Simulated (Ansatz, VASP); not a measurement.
# Cross-check of InGa7As8 (alloy, x = 0.875, one random ordering in a cell of 16 atoms (invented)) between VASP and Ansatz, part 2 of 2

Aim: how closely do two programs agree when they are given the same cell, functional and k mesh? The cell is generated by rule, not measured, and may not be a known phase. The cell is taken from a series of runs on this material, whose earlier steps may have relaxed, scaled, displaced or heated it; both programs get it as it stands.

VASP 6.6.1 and Ansatz 0.2.0.

So far: The starting structure; Ansatz: relaxation of cell and atoms, r2SCAN.

**3. VASP: relaxation of cell and atoms, r2SCAN**

Level of this step: r2SCAN; plane waves and PAW (In_d, Ga_d, As); invented cell (VASP).

The same cell, functional and mesh now go to VASP, with its own data sets.

Lines of VASP's logs that name or quote its potential files are left out, and so is its time.

Contents of INCAR:

```
SYSTEM = InGa7As8
PREC = Accurate
ENCUT = 550
EDIFF = 1E-07
NELM = 120
ISMEAR = 0
SIGMA = 0.01
LREAL = .FALSE.
ALGO = Normal
METAGGA = R2SCAN
LASPH = .TRUE.
NBANDS = 89
LORBIT = 11
LWAVE = .FALSE.
LCHARG = .FALSE.
ISIF = 3
IBRION = 2
NSW = 80
EDIFFG = -0.005
GGA_COMPAT = .FALSE.
NELMIN = 4
EFERMI = MIDGAP
LMIXTAU = .TRUE.
KPAR = 4
```

Contents of POSCAR:

```
InGa7As8
1.0
    0.0000000000      5.7234630000      5.7234630000
    5.7234630000      0.0000000000      5.7234630000
    5.7234630000      5.7234630000      0.0000000000
In Ga As
1 7 8
Direct
    0.0000000000      0.0000000000      0.0000000000
    0.9999346549      0.5000652577      0.9999346549
    0.5000653451      0.5000653451      0.9999345676
    0.5000652577      0.9999346549      0.9999346549
    0.9999345676      0.5000653451      0.5000653451
    0.9999346549      0.9999346549      0.5000652577
    0.5000653451      0.9999345676      0.5000653451
    0.5000000000      0.5000000000      0.5000000000
    0.8700895769      0.3897310946      0.8700895769
    0.8700895769      0.8700895769      0.8700895769
    0.3897310946      0.8700895769      0.8700895769
    0.3749933388      0.3749933388      0.8750198088
    0.8700895769      0.8700895769      0.3897310946
    0.8750198088      0.3749933388      0.3749933388
    0.3749933388      0.3749933388      0.3749933388
    0.3749933388      0.8750198088      0.3749933388
```

Contents of KPOINTS:

```
Automatic mesh
0
Gamma
4 4 4
0 0 0
```

Potentials, in the order of the species: In_d, Ga_d and As (PBE family, release 64).

Launch:

```console
> mpirun -np 4 vasp_std
```

Numbers of over 12 decimals in the logs are rounded to 6 here.

The log of the run:

```text
[banner, memory and clock lines left out]
running    4 mpi-ranks, on    1 nodes
 distrk:  each k-point on    1 cores,    4 groups
 distr:  one band on    1 cores,    1 groups

 POSCAR found type information on POSCAR InGaAs
 POSCAR found :  3 types and      16 ions
|                                                                             |
|               ----> ADVICE to this user running VASP <----                  |
|                                                                             |
|     You enforced a specific xc type in the INCAR file but a different       |
|     [... a line on the potential file left out ...]
|     I HOPE YOU KNOW WHAT YOU ARE DOING!                                     |
|                                                                             |

 LDA part: xc-table for (None), standard interpolation
 POSCAR, INCAR and KPOINTS ok, starting setup
 FFT: planning ... GRIDC
 FFT: planning ... GRID_SOFT
 FFT: planning ... GRID
 WAVECAR not read
 entering main loop
       N       E                     dE             d eps       ncg     rms          rms(c)
DAV:   1     0.143176735609E+04    0.14318E+04   -0.64140E+04  1608   0.238E+03
DAV:   2     0.125393508460E+03   -0.13064E+04   -0.12481E+04  1432   0.708E+02
DAV:   3    -0.213695406055E+03   -0.33909E+03   -0.31954E+03  1778   0.237E+02
DAV:   4    -0.243394136628E+03   -0.29699E+02   -0.29146E+02  1635   0.677E+01
DAV:   5    -0.245167681298E+03   -0.17735E+01   -0.17613E+01  2152   0.176E+01    0.107E+01
DAV:   6    -0.234773199976E+03    0.10394E+02   -0.61758E+00  1951   0.223E+01    0.574E+00
DAV:   7    -0.223135643958E+03    0.11638E+02   -0.27136E+00  1567   0.736E+00    0.276E+00
DAV:   8    -0.226818931241E+03   -0.36833E+01   -0.31485E+00  1525   0.653E+00    0.148E+00
DAV:   9    -0.227086834512E+03   -0.26790E+00   -0.34576E-01  1830   0.259E+00    0.102E+00
DAV:  10    -0.227016959905E+03    0.69875E-01   -0.52887E-02  1909   0.140E+00    0.615E-01
DAV:  11    -0.227191042865E+03   -0.17408E+00   -0.15362E-01  1543   0.170E+00    0.154E-01
DAV:  12    -0.227195206537E+03   -0.41637E-02   -0.16323E-02  1846   0.592E-01    0.259E-01
DAV:  13    -0.227190943669E+03    0.42629E-02   -0.22853E-03  1733   0.210E-01    0.272E-01
DAV:  14    -0.227185808647E+03    0.51350E-02   -0.42174E-03  1839   0.338E-01    0.100E-01
[...]
DAV:  18    -0.227195823206E+03    0.19919E-04   -0.64939E-06  1919   0.219E-02    0.521E-02
DAV:  19    -0.227195962440E+03   -0.13923E-03   -0.29351E-05  1533   0.517E-02    0.632E-02
DAV:  20    -0.227196121002E+03   -0.15856E-03   -0.14202E-04  1534   0.518E-02    0.619E-02
DAV:  21    -0.227196113979E+03    0.70231E-05   -0.16885E-05  1837   0.237E-02    0.664E-02
DAV:  22    -0.227196115686E+03   -0.17073E-05   -0.20541E-06  1454   0.875E-03    0.668E-02
DAV:  23    -0.227196124087E+03   -0.84010E-05   -0.25317E-06  1422   0.986E-03    0.659E-02
DAV:  24    -0.227196125751E+03   -0.16640E-05   -0.86982E-07  1512   0.578E-03    0.634E-02
DAV:  25    -0.227196125719E+03    0.32182E-07   -0.70040E-07  1446   0.548E-03
   1 F= -.22719613E+03 E0= -.22719613E+03  d E =-.227196E+03
 curvature:   0.00 expect dE= 0.000E+00 dE for cont linesearch  0.000E+00
 trial: gam= 0.00000 g(F)=  0.340E-04 g(S)=  0.136E-03 ort = 0.000E+00 (trialstep = 0.100E+01)
 search vector abs. value=  0.170E-03
 bond charge predicted
       N       E                     dE             d eps       ncg     rms          rms(c)
DAV:   1    -0.227197617045E+03   -0.14913E-02   -0.23344E-02  1908   0.130E+00    0.221E-01
DAV:   2    -0.227196543002E+03    0.10740E-02   -0.26993E-03  1788   0.505E-01    0.107E-01
DAV:   3    -0.227196168929E+03    0.37407E-03   -0.71819E-04  1928   0.224E-01    0.258E-02
DAV:   4    -0.227196202969E+03   -0.34040E-04   -0.20690E-04  1507   0.128E-01    0.128E-02
DAV:   5    -0.227196238129E+03   -0.35160E-04   -0.32473E-05  1712   0.389E-02    0.970E-03
DAV:   6    -0.227196238954E+03   -0.82506E-06   -0.59700E-06  1550   0.186E-02    0.528E-03
DAV:   7    -0.227196250237E+03   -0.11283E-04   -0.54777E-06  1516   0.195E-02    0.166E-03
DAV:   8    -0.227196251706E+03   -0.14693E-05   -0.10544E-06  1615   0.577E-03    0.817E-04
DAV:   9    -0.227196252097E+03   -0.39025E-06   -0.11516E-07  1006   0.219E-03    0.471E-04
DAV:  10    -0.227196252624E+03   -0.52700E-06   -0.19416E-08   850   0.221E-03    0.141E-04
DAV:  11    -0.227196252688E+03   -0.64119E-07   -0.23261E-08   850   0.162E-03
   2 F= -.22719625E+03 E0= -.22719625E+03  d E =-.126969E-03
 trial-energy change:   -0.000127  1 .order   -0.000124   -0.000170   -0.000078
 step:   1.6343(harm=  1.8437)  dis= 0.00059  next Energy=  -227.196278 (dE=-0.152E-03)
 reached required accuracy - stopping structural energy minimisation
```

Parts of OUTCAR (step 3):

```text
ion  position               nearest neighbor table
   1  0.000  0.000  0.000-  13 2.58  11 2.58   9 2.58  10 2.58
   2  1.000  0.500  1.000-   9 2.45  10 2.45  12 2.48  14 2.48
   3  0.500  0.500  1.000-   9 2.45  11 2.45  15 2.48  12 2.48
   4  0.500  1.000  1.000-  11 2.45  10 2.45  12 2.48  16 2.48
   5  1.000  0.500  0.500-   9 2.45  13 2.45  15 2.48  14 2.48
   6  1.000  1.000  0.500-  13 2.45  10 2.45  14 2.48  16 2.48
   7  0.500  1.000  0.500-  11 2.45  13 2.45  15 2.48  16 2.48
   8  0.500  0.500  0.500-  12 2.48  14 2.48  16 2.48  15 2.48
   9  0.870  0.390  0.870-   3 2.45   5 2.45   2 2.45   1 2.58
  10  0.870  0.870  0.870-   2 2.45   4 2.45   6 2.45   1 2.58
  11  0.390  0.870  0.870-   3 2.45   7 2.45   4 2.45   1 2.58
  12  0.375  0.375  0.875-   8 2.48   4 2.48   2 2.48   3 2.48
  13  0.870  0.870  0.390-   5 2.45   7 2.45   6 2.45   1 2.58
  14  0.875  0.375  0.375-   8 2.48   6 2.48   2 2.48   5 2.48
  15  0.375  0.375  0.375-   8 2.48   5 2.48   7 2.48   3 2.48
  16  0.375  0.875  0.375-   8 2.48   6 2.48   4 2.48   7 2.48

  LATTYP: Found a face centered cubic cell.
 ALAT       =    11.4469260000

 Subroutine GETGRP returns: Found 24 space group operations
 (whereof 24 operations were pure point group operations)

The static configuration has the point symmetry T_d .

 Found      8 irreducible k-points:

   k-points           NKPTS =      8   k-points in BZ     NKDIM =      8   number of bands    NBANDS=     89

   dimension x,y,z NGX =    64 NGY =   64 NGZ =   64
   dimension x,y,z NGXF=   128 NGYF=  128 NGZF=  128

   ENCUT  =  550.0 eV  40.42 Ry    6.36 a.u.  15.48 15.48 15.48*2*pi/ulx,y,z

   NELECT =     144.0000    total number of electrons

 k-points in reciprocal lattice and weights: Automatic mesh
   0.00000000  0.00000000  0.00000000       0.016
   0.25000000  0.00000000  0.00000000       0.125
   0.50000000  0.00000000  0.00000000       0.062
   0.25000000  0.25000000  0.00000000       0.094
   0.50000000  0.25000000  0.00000000       0.375
  -0.25000000  0.25000000  0.00000000       0.188
   0.50000000  0.50000000  0.00000000       0.047
  -0.25000000  0.50000000  0.25000000       0.094

 average (electrostatic) potential at core
       1-102.6687       2 -71.2722       3 -71.2722       4 -71.2722       5 -71.2722
       6 -71.2722       7 -71.2722       8 -71.3048       9 -54.8016      10 -54.8016
      11 -54.8016      12 -54.9861      13 -54.8016      14 -54.9861      15 -54.9861
      16 -54.9861

 E-fermi :   4.0161

 k-point     1 :       0.0000    0.0000    0.0000
  band No.  band energies     occupation
    ...
     68       2.6670      2.00000
     69       2.6670      2.00000
     70       3.6888      2.00000
     71       3.6888      2.00000
     72       3.6888      2.00000
     73       4.3435      0.00000
     74       4.8897      0.00000
     75       4.8897      0.00000
     76       4.8897      0.00000
     77       5.1743      0.00000
    ...

 k-point     2 :       0.2500    0.0000    0.0000
  band No.  band energies     occupation
    ...
     68       2.2280      2.00000
     69       2.6780      2.00000
     70       2.6780      2.00000
     71       3.4695      2.00000
     72       3.4695      2.00000
     73       5.0297      0.00000
     74       5.4090      0.00000
     75       5.6764      0.00000
     76       5.6764      0.00000
     77       5.7159      0.00000
    ...

 k-point     3 :       0.5000    0.0000    0.0000
  band No.  band energies     occupation
    ...
     68       1.7378      2.00000
     69       2.9175      2.00000
     70       2.9175      2.00000
     71       3.1186      2.00000
     72       3.1186      2.00000
     73       5.2436      0.00000
     74       5.4731      0.00000
     75       6.0490      0.00000
     76       6.0816      0.00000
     77       6.0816      0.00000
    ...

  Total        0.0601012      0.0601012      0.0601012      0.0000000      0.0000000      0.0000000
  in kB        0.2565107      0.2565107      0.2565107      0.0000000      0.0000000      0.0000000
  external PRESSURE =       0.2565107 kB  Pullay stress =       0.0000000 kB

  energy-cutoff  :      550.00
  volume of cell :      375.39
      direct lattice vectors                 reciprocal lattice vectors
     0.000000000  5.725578350  5.725578350    -0.087327423  0.087327423  0.087327423
     5.725578350  0.000000000  5.725578350     0.087327423 -0.087327423  0.087327423
     5.725578350  5.725578350  0.000000000     0.087327423  0.087327423 -0.087327423

 POSITION                                       TOTAL-FORCE (eV/Angst)
 -----------------------------------------------------------------------------------
     11.45116     11.45116     11.45116        -0.000000     -0.000000     -0.000000
      8.58837     11.45051      8.58837        -0.000000     -0.000979     -0.000000
      8.58837      8.58837      5.72623        -0.000000     -0.000000      0.000979
     11.45051      8.58837      8.58837        -0.000979     -0.000000     -0.000000
      5.72623      8.58837      8.58837         0.000979     -0.000000     -0.000000
      8.58837      8.58837     11.45051        -0.000000     -0.000000     -0.000979
      8.58837      5.72623      8.58837        -0.000000      0.000979     -0.000000
      5.72558      5.72558      5.72558        -0.000000     -0.000000     -0.000000
      7.21284      9.96390      7.21284        -0.002688      0.002688     -0.002688
      9.96390      9.96390      9.96390         0.002688      0.002688      0.002688
      9.96390      7.21284      7.21284         0.002688     -0.002688     -0.002688
      7.15705      7.15705      4.29410        -0.000000     -0.000000      0.000000
      7.21284      7.21284      9.96390        -0.002688     -0.002688      0.002688
      4.29410      7.15705      7.15705         0.000000     -0.000000     -0.000000
      4.29410      4.29410      4.29410         0.000000      0.000000      0.000000
      7.15705      4.29410      7.15705        -0.000000      0.000000     -0.000000
 -----------------------------------------------------------------------------------
    total drift:                                0.001266      0.001266      0.001266

  FREE ENERGIE OF THE ION-ELECTRON SYSTEM (eV)
  ---------------------------------------------------
  free  energy   TOTEN  =      -227.1962526877 eV

  energy  without entropy=     -227.1962526877  energy(sigma->0) =     -227.19625269

 reached required accuracy - stopping structural energy minimisation

 total charge
# of ion       s       p       d       tot
------------------------------------------
    1        0.841   0.841   9.894  11.576
    2        0.846   0.773   9.997  11.615
    3        0.846   0.773   9.997  11.615
    4        0.846   0.773   9.997  11.615
    5        0.846   0.773   9.997  11.615
    6        0.846   0.773   9.997  11.615
    7        0.846   0.773   9.997  11.615
    8        0.847   0.758   9.992  11.597
    9        1.205   1.645   0.031   2.881
   10        1.205   1.645   0.031   2.881
   11        1.205   1.645   0.031   2.881
   12        1.206   1.611   0.029   2.846
   13        1.205   1.645   0.031   2.881
   14        1.206   1.611   0.029   2.846
   15        1.206   1.611   0.029   2.846
   16        1.206   1.611   0.029   2.846
--------------------------------------------------
tot         16.409  19.258  80.106 115.773

[... 3 further parts left out ...]
```

CONTCAR:

```
InGa7As8
   1.00000000000000
     0.0000000000000000    5.7255783499204975    5.7255783499204975
     5.7255783499204975    0.0000000000000000    5.7255783499204975
     5.7255783499204975    5.7255783499204975    0.0000000000000000
  In              Ga              As
     1     7     8
Direct
     1.0000000000000000    1.0000000000000000    1.0000000000000000
     0.9999432902505810    0.5000566223494224    0.9999432902505810
     0.5000567097494190    0.5000567097494190    0.9999432029505791
     0.5000566223494224    0.9999432902505810    0.9999432902505810
     0.9999432029505791    0.5000567097494190    0.5000567097494190
     0.9999432902505810    0.9999432902505810    0.5000566223494224
     0.5000567097494190    0.9999432029505791    0.5000567097494190
     0.5000000000000000    0.5000000000000000    0.5000000000000000
     0.8701213128847691    0.3896358866456942    0.8701213128847691
     0.8701213128847691    0.8701213128847691    0.8701213128847691
     0.3896358866456942    0.8701213128847691    0.8701213128847691
     0.3749929823885704    0.3749929823885704    0.8750208780342958
     0.8701213128847691    0.8701213128847691    0.3896358866456942
     0.8750208780342958    0.3749929823885704    0.3749929823885704
     0.3749929823885704    0.3749929823885704    0.3749929823885704
     0.3749929823885704    0.8750208780342958    0.3749929823885704
```

**4. Comparison**

Known differences besides the potentials themselves: VASP keeps PBE cores, Ansatz makes them for the functional; fixed occupations in Ansatz, narrow Gaussian smearing in VASP; the data sets hold 224 valence electrons in Ansatz (on its PAW soft_1 files) and 144 in VASP; the cutoff is 500 eV in Ansatz and 550 eV in VASP. Total energies have different zeros and are not compared.

The two programs side by side:

| quantity | Ansatz | VASP | difference |
| --- | --- | --- | --- |
| volume (Å³) | 374.95 | 375.39 | -0.12 % |
| edge a after relaxation, in the typed setting (Å) | 8.094 | 8.097 | -0.04 % |

**5. Outcome**

```yaml
difference_in_volume_relaxation_of_cell_and_atoms_r2scan: -0.12 %
```

**Reading.** The difference in volume is -0.12 % (relaxation of cell and atoms, r2SCAN), within the 1.2 % picked in this series as the mark of a large difference, as far as the stopping tolerances let one tell. The data sets hold unlike numbers of valence electrons (224 in Ansatz and 144 in VASP), so part of the differences comes from the potentials. Such differences can come from data sets, numerical settings and the points named under the comparisons, not from the functional's error against experiment.

[Lines on the potential files, build, host, timing and source positions are cut from VASP's logs without a mark.]

[Logs are printed without paths, hosts, clocks, repeated set-up lines and the standing remarks that a program may print on its own settings, such as how far it seeks lower states.]

[Hosts, paths, dates, database ids (printed as entryN), source tags and the programs' standing remarks are cut or masked in the printed files.]
